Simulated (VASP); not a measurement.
# Sb3Ir4S4 (a cell with a defect) in VASP: notebook

The runs below take Sb3Ir4S4 (a cell with a defect) through single point, with LDA.

Program: VASP 6.6.1. These are calculated values, not measurements. Logs are shortened: lines on timing, memory, paths and dates and some standing lists are left out, and cuts for length are marked.

**1. Starting point**

The cell holds a defect, 11 atoms: a = 5.974 Å, b = 5.974 Å, c = 5.974 Å, α = 90.00°, β = 90.00°, γ = 90.00°.

**2. Single point, LDA**

The input, INCAR:

```
PREC = Accurate ; ENCUT = 520
EDIFF = 1E-7 ; ISMEAR = -1
SIGMA = 0.1 ; LREAL = F
LASPH = T ; NELM = 80
ALGO = Fast ; ISIF = 2
LWAVE = F ; LCHARG = F
GGA = CA ; NBANDS = 48
```

The input, KPOINTS:

```
regular mesh
0
Gamma
  3 3 3
```

The input, POSCAR:

```
Sb3Ir4S4
1.0
    5.9742170000      0.0000000000      0.0000000000
    0.0000000000      5.9742170000      0.0000000000
    0.0000000000      0.0000000000      5.9742170000
Ir Sb S
4 3 4
Direct
    1.0273093528      0.2209839381     -0.0127782436
   -0.0081302705      0.7475583830      0.5180710711
    0.4834511368      0.1494759899      0.4335555605
    0.5194806282      0.8503362031      0.0184782374
    0.4111722088      0.5455699048      0.5542580726
    0.1273316654      0.6389002944      0.9198286570
    0.8746615665      0.3522757878      0.3667715786
    0.6427625578      0.8735169814      0.6511675086
    0.3825384984      0.1849494252      0.0774985241
    0.8789950214      0.8833160898      0.1430885420
    0.1181502111      0.0983841062      0.6058414015
```

Potentials or basis: VASP PAW LDA potentials, release 64 (Ir, Sb, S).

Started as:

```
$ cat potpaw_LDA.64/Ir/POTCAR potpaw_LDA.64/Sb/POTCAR potpaw_LDA.64/S/POTCAR > POTCAR
$ mpirun -np 1 vasp_std > vasp.out
```

OUTCAR:

```text
PREC = Accurate
   ENCUT = 520
   EDIFF = 1E-7
   ISMEAR = -1
   LREAL = F
   LASPH = T
   NELM = 80
   ISIF = 2
   GGA = CA

 ion  position               nearest neighbor table
   1  0.027  0.221  0.987-   9 2.20  10 2.39  11 2.45   7 2.57   6 2.60   6 3.55
   2  0.992  0.748  0.518-  11 2.29   8 2.36  10 2.48   6 2.61   7 2.62   5 2.79
   3  0.483  0.149  0.434-   9 2.22   8 2.31  11 2.43   5 2.51   7 2.66   4 3.06
   4  0.519  0.850  0.018-   9 2.19  10 2.28   8 2.32   6 2.73   3 3.06   5 3.38
   5  0.411  0.546  0.554-   8 2.47   3 2.51   2 2.79   6 2.82   7 3.20  11 3.21   4 3.38   7 3.59

   6  0.127  0.639  0.920-  10 2.47   1 2.60   2 2.61   4 2.73   5 2.82   9 3.25   7 3.51   1 3.55

   7  0.875  0.352  0.367-  11 2.54   1 2.57   2 2.62   3 2.66  10 3.10   5 3.20   6 3.51   5 3.59

   8  0.643  0.874  0.651-   3 2.31   4 2.32   2 2.36   5 2.47
   9  0.383  0.185  0.077-   4 2.19   1 2.20   3 2.22   6 3.25
  10  0.879  0.883  0.143-   4 2.28   1 2.39   6 2.47   2 2.48   7 3.10
  11  0.118  0.098  0.606-   2 2.29   3 2.43   1 2.45   7 2.54   5 3.21

  LATTYP: Found a simple cubic cell.
 ALAT       =     5.9742170000

  Lattice vectors:

 A1 = (   5.9742170000,   0.0000000000,   0.0000000000)
 A2 = (   0.0000000000,   5.9742170000,   0.0000000000)
 A3 = (   0.0000000000,   0.0000000000,   5.9742170000)

Analysis of symmetry for initial positions (statically):
=====================================================================
 Subroutine PRICEL returns:
 Original cell was already a primitive cell.

 Routine SETGRP: Setting up the symmetry group for a
 simple cubic supercell.

 Subroutine GETGRP returns: Found  1 space group operations
 (whereof  1 operations were pure point group operations)
 out of a pool of 48 trial point group operations.

The static configuration has the point symmetry C_1 .

Analysis of symmetry for dynamics (positions and initial velocities):
=====================================================================
 Subroutine PRICEL returns:
 Original cell was already a primitive cell.

 Routine SETGRP: Setting up the symmetry group for a
 simple cubic supercell.

 Subroutine GETGRP returns: Found  1 space group operations
 (whereof  1 operations were pure point group operations)
 out of a pool of 48 trial point group operations.

The dynamic configuration has the point symmetry C_1 .

 Subroutine INISYM returns: Found  1 space group operations
 (whereof  1 operations are pure point group operations),
 and found     1 'primitive' translations

----------------------------------------------------------------------------------------

                                     Primitive cell

  volume of cell :     213.2274

  direct lattice vectors                    reciprocal lattice vectors
     5.974217000  0.000000000  0.000000000     0.167385952  0.000000000  0.000000000
     0.000000000  5.974217000  0.000000000     0.000000000  0.167385952  0.000000000
     0.000000000  0.000000000  5.974217000     0.000000000  0.000000000  0.167385952

  length of vectors
     5.974217000  5.974217000  5.974217000     0.167385952  0.167385952  0.167385952

  position of ions in fractional coordinates (direct lattice)
     0.027309353  0.220983938  0.987221756
     0.991869730  0.747558383  0.518071071
     0.483451137  0.149475990  0.433555560
     0.519480628  0.850336203  0.018478237
     0.411172209  0.545569905  0.554258073
     0.127331665  0.638900294  0.919828657
     0.874661567  0.352275788  0.366771579
     0.642762558  0.873516981  0.651167509
     0.382538498  0.184949425  0.077498524
     0.878995021  0.883316090  0.143088542
     0.118150211  0.098384106  0.605841402

  ion indices of the primitive-cell ions
   primitive index   ion index
                 1           1
                 2           2
                 3           3
                 4           4
                 5           5
                 6           6
                 7           7
                 8           8
                 9           9
                10          10
                11          11

----------------------------------------------------------------------------------------

 KPOINTS: regular mesh

Automatic generation of k-mesh.
 Grid dimensions read from file:
 generate k-points for:    3    3    3

 Generating k-lattice:

  Cartesian coordinates                     Fractional coordinates (reciprocal lattice)
     0.055795317  0.000000000  0.000000000     0.333333333  0.000000000  0.000000000
     0.000000000  0.055795317  0.000000000     0.000000000  0.333333333  0.000000000
     0.000000000  0.000000000  0.055795317     0.000000000  0.000000000  0.333333333

  Length of vectors
     0.055795317  0.055795317  0.055795317

  Shift w.r.t. Gamma in fractional coordinates (k-lattice)
     0.000000000  0.000000000  0.000000000

 Subroutine IBZKPT returns following result:
 ===========================================

 Found     14 irreducible k-points:

 Following reciprocal coordinates:
            Coordinates               Weight
  0.000000  0.000000  0.000000      1.000000
  0.333333  0.000000  0.000000      2.000000
  0.000000  0.333333  0.000000      2.000000
  0.000000  0.000000  0.333333      2.000000
  0.333333  0.333333  0.000000      2.000000
  0.000000  0.333333  0.333333      2.000000
  0.333333  0.000000  0.333333      2.000000
 -0.333333  0.333333  0.000000      2.000000
 -0.333333  0.000000  0.333333      2.000000
  0.000000 -0.333333  0.333333      2.000000
  0.333333  0.333333  0.333333      2.000000
 -0.333333  0.333333  0.333333      2.000000
 -0.333333 -0.333333  0.333333      2.000000
  0.333333 -0.333333  0.333333      2.000000
   k-points           NKPTS =     14   k-points in BZ     NKDIM =     14   number of bands    NBANDS=     48
   number of dos      NEDOS =    301   number of ions     NIONS =     11
   total plane-waves  NPLWV = 110592
   dimension x,y,z NGX =    48 NGY =   48 NGZ =   48
   dimension x,y,z NGXF=    96 NGYF=   96 NGZF=   96
   ions per type =               4   3   4
   NGX,Y,Z   is equivalent  to a cutoff of  13.36, 13.36, 13.36 a.u.
   NGXF,Y,Z  is equivalent  to a cutoff of  26.71, 26.71, 26.71 a.u.
 SYSTEM =  unknown system
   PREC   = accura    normal or accurate (medium, high low for compatibility)
   ISTART =      0    job   : 0-new  1-cont  2-samecut
   ICHARG =      2    charge: 1-file 2-atom 10-const
   ISPIN  =      1    spin polarized calculation?
   LNONCOLLINEAR =      F non collinear calculations
   LSORBIT =      F    spin-orbit coupling
   LASPH  =      T    aspherical Exc in radial PAW
   ENCUT  =  520.0 eV  38.22 Ry    6.18 a.u.  11.11 11.11 11.11*2*pi/ulx,y,z
   NELM   =     80;   NELMIN=  2; NELMDL= -5     # of ELM steps
   EDIFF  = 0.1E-06   stopping-criterion for ELM
   LREAL  =      F    real-space projection
   EDIFFG = 0.1E-05   stopping-criterion for IOM
   NSW    =      0    number of steps for IOM
   IBRION =     -1    ionic relax: 0-MD 1-quasi-New 2-CG
   NFREE  =      0    steps in history (QN), initial steepest desc. (CG)
   ISIF   =      2    stress and relaxation
   ISYM   =      2    0-nonsym 1-usesym 2-fastsym
   POTIM  = 0.5000    time-step for ionic-motion
   TEBEG  =    0.0;   TEEND  =   0.0 temperature during run
   PSTRESS=    0.0 pullay stress
   NELECT =      75.0000    total number of electrons
   NUPDOWN=      -1.0000    fix difference up-down
   EMIN   =  10.00;   EMAX   =-10.00  energy-range for DOS
   EFERMI =   0.00;   METHOD = LEGACY
   ISMEAR =    -1;   SIGMA  =   0.10  broadening in eV -4-tet -1-fermi 0-gaus
   EFERMI_NEDOS =   21; number of points for ismear=-14 and -15
   IALGO  =     68    algorithm
   IMIX   =      4    mixing-type and parameters
     AMIX     =   0.40;   BMIX     =  1.00
     AMIX_MAG =   1.60;   BMIX_MAG =  1.00
  volume/ion in A,a.u.               =      19.38       130.81
  Fermi-wavevector in a.u.,A,eV,Ry     =   1.155618  2.183801 18.169937  1.335453
  Thomas-Fermi vector in A             =   2.292245
   LORBIT       =      0    0 simple, 1 ext, 2 COOP (PROOUT), +10 PAW based schemes
   GGA     = CA    functional components
   LHFCALC =     F    Hartree Fock is set to
   AEXX    =    0.0000 exact exchange contribution
   IVDW    =     0    specifies the selected vdW correction
   LEPSILON=     F    determine dielectric tensor
   LRPA    =     F    only Hartree local field effects (RPA)
 non-spin polarized calculation
 RMM-DIIS sequential band-by-band and
  energy-cutoff  :      520.00
  volume of cell :      213.23
 maximum number of plane-waves:      5770
 NGX is ok and might be reduce to    48
   NGX = 23   NGY = 23   NGZ = 23

 number of electron      75.0000000 magnetization

 Free energy of the ion-electron system (eV)
  ---------------------------------------------------
  ext. energy  EPLUGINS =         0.00000000
  ---------------------------------------------------
  free energy    TOTEN  =       -75.13968062 eV

  energy without entropy =      -75.00076675  energy(sigma->0) =      -75.07022368

 E-fermi :   7.8771     XC(G=0): -11.2145

 val. band max:        7.8675749875   @ k =   0.3333   0.3333   0.0000
 cond. band min:       7.8877067132   @ k =   0.0000   0.3333   0.3333
 fundamental gap:      0.0201317257
 Fermi energy:         7.8771011534

 k-point     1 :       0.0000    0.0000    0.0000
  band No.  band energies     occupation
      1      -7.8163      2.00000
      2      -6.6186      2.00000
      3      -6.4403      2.00000
      4      -6.3050      2.00000
      5      -3.0134      2.00000
      6      -2.2205      2.00000
[... 40 lines left out ...]
     47      11.6444      0.00000
     48      11.8964      0.00000

 k-point     2 :       0.3333    0.0000    0.0000
  band No.  band energies     occupation
      1      -7.5403      2.00000
      2      -6.9260      2.00000
      3      -6.4284      2.00000
      4      -6.2296      2.00000
      5      -3.0911      2.00000
      6      -2.2564      2.00000
[... 40 lines left out ...]
     47      11.3896      0.00000
     48      11.9369      0.00000

 k-point     3 :       0.0000    0.3333    0.0000
  band No.  band energies     occupation
      1      -7.6534      2.00000
      2      -6.6962      2.00000
      3      -6.4129      2.00000
      4      -6.3054      2.00000
      5      -3.4369      2.00000
      6      -1.9447      2.00000
[... 40 lines left out ...]
     47      11.3156      0.00000
     48      11.4173      0.00000

 k-point     4 :       0.0000    0.0000    0.3333
  band No.  band energies     occupation
      1      -7.5390      2.00000
      2      -6.8774      2.00000
      3      -6.4730      2.00000
      4      -6.2773      2.00000
      5      -2.9837      2.00000
      6      -2.2486      2.00000
[... 448 lines left out ...]
     47      11.3890      0.00000
     48      11.9084      0.00000

 k-point    13 :      -0.3333   -0.3333    0.3333
  band No.  band energies     occupation
      1      -7.2037      2.00000
      2      -6.7860      2.00000
      3      -6.5148      2.00000
      4      -6.3979      2.00000
      5      -3.3185      2.00000
      6      -2.8704      2.00000
[... 40 lines left out ...]
     47      11.0132      0.00000
     48      11.7098      0.00000

 k-point    14 :       0.3333   -0.3333    0.3333
  band No.  band energies     occupation
      1      -7.1832      2.00000
      2      -6.8020      2.00000
      3      -6.6075      2.00000
      4      -6.3043      2.00000
      5      -3.4953      2.00000
      6      -2.4017      2.00000
[... 40 lines left out ...]
     47      11.2775      0.00000
     48      11.7343      0.00000

------------------------ aborting loop because EDIFF is reached ----------------------------------------

  FORCE on cell =-STRESS in cart. coord.  units (eV):
  Direction    XX          YY          ZZ          XY          YZ          ZX
  --------------------------------------------------------------------------------------
  -------------------------------------------------------------------------------------
  Total        1.7020857      1.9162697     -0.3523445     -2.1539934      1.0847348     -1.4697073
  in kB       12.7893665     14.3987314     -2.6474948    -16.1849728      8.1506298    -11.0432895
  external PRESSURE =       8.1802010 kB  Pullay stress =       0.0000000 kB

 VOLUME and BASIS-vectors are now :
 -----------------------------------------------------------------------------
  energy-cutoff  :      520.00
  volume of cell :      213.23
      direct lattice vectors                 reciprocal lattice vectors
     5.974217000  0.000000000  0.000000000     0.167385952  0.000000000  0.000000000
     0.000000000  5.974217000  0.000000000     0.000000000  0.167385952  0.000000000
     0.000000000  0.000000000  5.974217000     0.000000000  0.000000000  0.167385952

 POSITION                                       TOTAL-FORCE (eV/Angst)
 -----------------------------------------------------------------------------------
      0.16315      1.32021      5.89788        -0.091549     -0.033646      0.086662
      5.92564      4.46608      3.09507         0.199145     -0.237518      0.103671
      2.88824      0.89300      2.59015         0.047378      0.142575      0.137793
      3.10349      5.08009      0.11039         0.027462     -0.104544      0.167605
      2.45643      3.25935      3.31126        -0.682136      0.511215     -1.177060
      0.76071      3.81693      5.49526         0.160087     -0.109415      0.218962
      5.22542      2.10457      2.19117        -0.009061     -0.075036      0.113085
      3.84000      5.21858      3.89022         0.083044     -0.059795      0.131445
      2.28537      1.10493      0.46299         0.101228      0.075377      0.015397
      5.25131      5.27712      0.85484         0.119083     -0.116863      0.123251
      0.70585      0.58777      3.61943         0.045319      0.007651      0.079190
 -----------------------------------------------------------------------------------
    total drift:                               -0.000034      0.000216     -0.000709

  FREE ENERGIE OF THE ION-ELECTRON SYSTEM (eV)
  ---------------------------------------------------
  free  energy   TOTEN  =       -75.1396806177 eV

  energy  without entropy=      -75.0007667460  energy(sigma->0) =      -75.07022368
```

Wall time 2.3 min (1 thread of AMD EPYC 9R45 (Zen 5), shared host); peak memory 0.29 GiB.

Results:

```
Free energy            : -75.1397 eV
Pressure               : 0.8 GPa
Largest force          : 1.453 eV/Å
Band gap on the k mesh : none (metal or under the smearing width)
```

Forces in eV/Å, atoms in the order of the input:
```
Ir  -0.092 -0.034  0.087
Ir   0.199 -0.238  0.104
Ir   0.047  0.143  0.138
Ir   0.027 -0.105  0.168
Sb  -0.682  0.511 -1.177
Sb   0.160 -0.109  0.219
Sb  -0.009 -0.075  0.113
S    0.083 -0.060  0.131
S    0.101  0.075  0.015
S    0.119 -0.117  0.123
S    0.045  0.008  0.079
```

[end of part 1 of 2]
